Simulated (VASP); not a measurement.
Here is the system:

```yaml
crystal:
  lattice:
    - [0.00000, 2.82680, 2.82680]
    - [2.82680, 0.00000, 2.82680]
    - [2.82680, 2.82680, 0.00000]
  atoms:
    - { symbol: Cu, position: [0.75000, 0.75000, 0.75000] }
    - { symbol: Cu, position: [0.25000, 0.25000, 0.25000] }
    - { symbol: Se, position: [0.00000, 0.00000, 0.00000] }
```

The numbers are results of LDA (Ceperley-Alder, Perdew-Zunger), VASP's LDA PAW potentials (set 64) (plane waves; VASP 6.6.1), not measurements. Numerical set-up: 400 eV cut-off, Gaussian smearing of 0.050 eV, potentials Cu Se.

### Question
Predict the band gap (along the path) with the smallest direct gap where there is one.

### Answer

| Quantity | Value |
|---|---|
| band gap (along the path) | none (metal, semimetal or under 0.01 eV) |

The structure comes from a computed database's Cu2Se entry (Fm-3m); how it stands against other phases isn't given here. It was relaxed first, which changed the volume by -7 %.
